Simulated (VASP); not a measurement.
Energy against volume of Zn (hcp). These are rev-vdW-DF2, VASP's PBE PAW potentials (set 64) (plane waves; VASP) values and carry that method's errors. Run with 520 eV cut-off, 16×16×8 Γ-centred mesh, first-order Methfessel-Paxton smearing of 0.10 eV, potentials Zn.

Shape and ions are relaxed at each volume.

```csv
V (Å³/atom),E (eV/atom)
13.891,1.62493
14.335,1.61286
14.778,1.60866
15.221,1.61089
```

**Question.** Fit these four points and predict the energy of the run at 15.665 Å³/atom.

**Answer.** A cubic in V^(−2/3), the third-order Birch-Murnaghan form, passes through the four points with V0 = 14.83 Å³/atom and B0 = 76 GPa, and gives 1.6184 eV/atom there. The run gave 1.6179 eV/atom, -0.5 meV/atom from the fit; all five points give B0 = 74 GPa.

The compound is Zn in the hcp structure. It was relaxed first.
